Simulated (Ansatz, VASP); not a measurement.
# Cross-check of H86C89O17 (amorphous poly(ether ketone) with methanol at 300 K) between VASP and Ansatz, part 2 of 2

Wanted: the spread between two codes on one cell, functional and k mesh. Of the first pair: The structure shown is the start of the Ansatz relaxation below; VASP solves that cell, so the two are compared at the walk's first step.

VASP 6.6.1 and Ansatz 0.2.0.

So far. Step 3 (VASP: single point, PBEsol, start cell, pair 1): The run ends at a pressure of 2.54 GPa, with forces up to 4.2 eV/Å.

## 5. Ansatz: relaxation, PBEsol

Level of this step: Ansatz beside VASP: Kohn-Sham DFT, plane waves, PBEsol (Ansatz).

This run makes the geometry at which the two programs are then compared. The cell compared in this pair holds 2222.81 Å³, against 2081.36 Å³ for the pair before.

The structure compared here is the end of the Ansatz relaxation.

input.yaml reads:

```yaml
crystal:
  lattice:
    - [12.76779, 0.0, 0.0]
    - [0.0, 12.76779, 0.0]
    - [0.0, 0.0, 12.76779]
  atoms:
    - { symbol: C, position: [0.66666, 0.10796, 0.4825] }
    - { symbol: C, position: [0.75436, 0.15381, 0.54794] }
    - { symbol: C, position: [0.74264, 0.15336, 0.65753] }
    - { symbol: C, position: [0.82129, 0.20048, 0.71695] }
    - { symbol: C, position: [0.90115, 0.25688, 0.67244] }
    - { symbol: C, position: [0.8972, 0.26823, 0.5626] }
    - { symbol: C, position: [0.8291, 0.21124, 0.49868] }
    - { symbol: C, position: [0.98836, 0.30373, 0.73143] }
    - { symbol: O, position: [0.02317, 0.38739, 0.70322] }
    - { symbol: C, position: [0.01752, 0.26164, 0.83443] }
    - { symbol: C, position: [0.05884, 0.33573, 0.90408] }
    - { symbol: C, position: [0.08312, 0.29984, 0.00531] }
    - { symbol: C, position: [0.08354, 0.1894, 0.02728] }
    - { symbol: C, position: [0.05416, 0.1209, 0.95359] }
    - { symbol: C, position: [0.02143, 0.15532, 0.85541] }
    - { symbol: O, position: [0.11964, 0.16154, 0.12631] }
    - { symbol: C, position: [0.05281, 0.09975, 0.18394] }
    - { symbol: C, position: [0.94651, 0.12173, 0.1909] }
    - { symbol: C, position: [0.88875, 0.0683, 0.2591] }
    - { symbol: C, position: [0.93341, 0.98994, 0.32382] }
    - { symbol: C, position: [0.03291, 0.95337, 0.30563] }
    - { symbol: C, position: [0.09317, 0.01185, 0.23544] }
    - { symbol: C, position: [0.85688, 0.93261, 0.39162] }
    - { symbol: O, position: [0.77304, 0.90593, 0.35031] }
    - { symbol: C, position: [0.88413, 0.89773, 0.49622] }
    - { symbol: C, position: [0.96579, 0.94721, 0.55032] }
    - { symbol: C, position: [0.9888, 0.91579, 0.6519] }
    - { symbol: C, position: [0.92451, 0.8458, 0.69985] }
    - { symbol: C, position: [0.8438, 0.79424, 0.65303] }
    - { symbol: C, position: [0.82248, 0.82354, 0.54943] }
[... 156 atom lines left out ...]
    - { symbol: C, position: [0.57966, 0.84837, 0.90741] }
    - { symbol: O, position: [0.62516, 0.7537, 0.88146] }
    - { symbol: H, position: [0.49606, 0.8492, 0.88443] }
    - { symbol: H, position: [0.62394, 0.91201, 0.86476] }
    - { symbol: H, position: [0.59088, 0.85994, 0.99379] }
    - { symbol: H, position: [0.59767, 0.70581, 0.93698] }
kpoints:
  mp_grid: { grid: [1, 1, 1] }
hamiltonian:
  xc: pbesol
scf:
  occupations: { method: fixed }
output:
  forces: true
relax:
  f_tol: 0.05
  max_steps: 200
  cell: {}
```

Started as:

```console
$ ansatz run input.yaml --threads 4 --pin off --max-ram 8192MiB --backend cpu --events-out ev --progress --plain --runs-dir out
```

Numbers of over 12 decimals in the logs are rounded to 6 here.

Log:

```text
[...]
Crystal: 192 atoms, lattice volume = 2081.360 Å³
Basis set: ecut = 420 eV, 40651 PW (Γ), exchange–correlation on 180×180×180 points (8 copies of the dense FFT grid, shifted against one another)
Bands: 464, of which v1, the nominal top of the filled ones, is band 272 counted from 1 (271 counted from 0)
Symmetry: 1 space group operations
[...]
k-points: 1
[...]
- { symbol: C, position: [0.729735, 0.718774, 0.158529] }
    - { symbol: O, position: [0.640073, 0.674729, 0.120843] }
[...]
- { symbol: C, position: [0.016562, 0.384609, 0.266259] }
    - { symbol: O, position: [0.958169, 0.462049, 0.215767] }
[...]
- { symbol: C, position: [0.589859, 0.834342, 0.912657] }
    - { symbol: O, position: [0.610553, 0.727531, 0.920687] }
    - { symbol: H, position: [0.513690, 0.853349, 0.944761] }
    - { symbol: H, position: [0.591988, 0.859234, 0.830694] }
    - { symbol: H, position: [0.647062, 0.881315, 0.950733] }
    - { symbol: H, position: [0.615642, 0.707475, 0.994865] }
```

## 6. VASP: single point, PBEsol, relaxed cell, pair 2

The same cell, functional and mesh now go to VASP, with its own data sets.

INCAR reads:

```
SYSTEM = H86C89O17
PREC = Accurate
ENCUT = 600
EDIFF = 1E-06
NELM = 120
ISMEAR = 0
SIGMA = 0.01
LREAL = Auto
ALGO = Normal
GGA = PS
NBANDS = 406
LORBIT = 11
LWAVE = .FALSE.
LCHARG = .FALSE.
ISIF = 2
LASPH = .TRUE.
GGA_COMPAT = .FALSE.
EFERMI = MIDGAP
```

POSCAR reads:

```
H86C89O17
1.0
   13.1231200000     -0.0587220000      0.1897420000
   -0.0587220000     12.9860140000      0.3166690000
    0.1897420000      0.3166690000     13.0541080000
C O H
89 17 86
Direct
    0.6701900000      0.1265100000      0.4951200000
    0.7560600000      0.1752000000      0.5486900000
    0.7549900000      0.1760800000      0.6557700000
    0.8355800000      0.2186200000      0.7062200000
    0.9198800000      0.2620000000      0.6510400000
    0.9196800000      0.2640400000      0.5437800000
    0.8393700000      0.2205900000      0.4936400000
    0.0076100000      0.3088400000      0.7015300000
    0.0334800000      0.2696600000      0.8063100000
    0.0858200000      0.3347500000      0.8696600000
    0.1100100000      0.3022300000      0.9685800000
    0.0825900000      0.2027600000      0.0045500000
    0.0347900000      0.1347900000      0.9414400000
    0.0100800000      0.1686900000      0.8430400000
    0.0424700000      0.1148200000      0.1639500000
    0.9370000000      0.1282200000      0.1603000000
    0.8740500000      0.0713200000      0.2292100000
    0.9137700000      0.0030100000      0.3039500000
    0.0196100000      0.9907200000      0.3059400000
    0.0836700000      0.0456400000      0.2361500000
    0.8404200000      0.9452700000      0.3749500000
    0.8683600000      0.9181100000      0.4815300000
    0.9471200000      0.9676900000      0.5315900000
    0.9658100000      0.9441800000      0.6335400000
    0.9048000000      0.8708300000      0.6894400000
    0.8258600000      0.8202800000      0.6409300000
    0.8085900000      0.8444400000      0.5384200000
    0.8631900000      0.7844100000      0.8492300000
    0.0288300000      0.5984600000      0.4451500000
    0.1413100000      0.6061400000      0.4240400000
[... 156 atom lines left out ...]
    0.0593300000      0.3376900000      0.2115000000
    0.9077400000      0.4271600000      0.1724800000
    0.5136900000      0.8533500000      0.9447600000
    0.5919900000      0.8592300000      0.8306900000
    0.6470600000      0.8813200000      0.9507300000
    0.6156400000      0.7074700000      0.9948700000
```

KPOINTS reads:

```
Automatic mesh
0
Gamma
1 1 1
0 0 0
```

PAW data sets: C, O and H (PBE family, release 64).

Started as:

```console
$ export OMP_NUM_THREADS=3
$ mpirun -np 1 vasp_gam
```

Log:

```text
[banner, memory and clock lines left out]
running    1 mpi-ranks, on    1 nodes
[...]
Offloading initialized ...    1 GPUs detected
[...]
[... a notice as in an earlier step ...]

 LDA part: xc-table for (Slater+PW92), standard interpolation
 POSCAR, INCAR and KPOINTS ok, starting setup
[...]
entering main loop
       N       E                     dE             d eps       ncg     rms          rms(c)
DAV:   1     0.424010821882E+04    0.42401E+04   -0.30275E+05   812   0.138E+03
DAV:   2    -0.832252433802E+03   -0.50724E+04   -0.47874E+04  1018   0.304E+02
DAV:   3    -0.135265644931E+04   -0.52040E+03   -0.51456E+03  1000   0.989E+01
DAV:   4    -0.136660228026E+04   -0.13946E+02   -0.13881E+02  1016   0.181E+01
[...]
DAV:  17    -0.126180391237E+04   -0.37602E-05   -0.50222E-05  1008   0.165E-02    0.849E-03
DAV:  18    -0.126180391634E+04   -0.39709E-05   -0.19085E-05  1064   0.104E-02    0.669E-03
DAV:  19    -0.126180391637E+04   -0.21180E-07   -0.74909E-06  1016   0.622E-03
   1 F= -.12618039E+04 E0= -.12618039E+04  d E =0.000000E+00
```

From OUTCAR (step 6):

```text
  FREE ENERGIE OF THE ION-ELECTRON SYSTEM (eV)
  ---------------------------------------------------
  free  energy   TOTEN  =     -1261.8039163660 eV

  energy  without entropy=    -1261.8039163660  energy(sigma->0) =    -1261.80391637
```

The run ends at a pressure of 0.17 GPa, with forces up to 0.51 eV/Å.

## 7. Differences

What differs besides the data sets and the points named for the pairs above, as far as they apply: the cutoff is 420 eV in Ansatz and 600 eV in VASP (PREC = Accurate, projectors in real space). Total energies have different zeros and are not compared.

Compared:

```tsv
quantity	Ansatz	VASP	difference
pressure (GPa)	0.01	0.17	-0.17
gap on the k mesh (eV)	2.260	2.246	+0.014
```

Forces on 7 of the 192 atoms, those with the largest forces and the largest differences (eV/Å; atoms numbered as in POSCAR):

```tsv
atom	Ansatz x, y, z	VASP x, y, z
C64	0.016, -0.006, -0.012	-0.122, -0.170, -0.429
C77	-0.012, -0.011, -0.003	-0.395, 0.108, 0.206
O90	0.007, -0.002, -0.008	0.260, 0.347, -0.222
O92	-0.004, -0.004, -0.003	-0.439, -0.116, -0.168
O94	0.006, 0.007, -0.012	0.142, 0.152, -0.441
O98	-0.001, 0.002, 0.005	0.147, 0.177, 0.454
O100	0.004, 0.005, 0.000	0.419, -0.124, -0.230
```

The forces differ by 75 meV/Å r.m.s., where the r.m.s. force is 0.003 eV/Å in Ansatz and 0.076 eV/Å in VASP: the atoms lie near their places of rest in Ansatz, so a percentage would say little (all taken over all components). A gap on the mesh is an upper bound, since the band edges may lie between its points.

## 8. What came out

| Quantity | Value |
| --- | --- |
| r.m.s. force difference (single point, PBEsol, start cell, pair 1) | 8.6 % of the r.m.s. force |
| r.m.s. force difference (single point, PBEsol, relaxed cell, pair 2) | 75 meV/Å |

**Reading.** The r.m.s. force difference is 75 meV/Å (single point, PBEsol, relaxed cell, pair 2), beyond the 12 meV/Å picked in this series as the mark of a large difference. What causes the difference of the single point, PBEsol, start cell, pair 1 pair stays open here. What causes the difference of the single point, PBEsol, relaxed cell, pair 2 pair stays open here. Such differences can come from data sets, numerical settings and the points named under the comparisons, not from the functional's error against experiment.

[Lines on the potential files, build, host, timing and source positions are cut from VASP's logs without a mark.]

[Logs are printed without paths, hosts, clocks, repeated set-up lines and the standing remarks that a program may print on its own settings, such as how far it seeks lower states.]

[Hosts, paths, dates, database ids (printed as entryN), source tags and the programs' standing remarks are cut or masked in the printed files.]
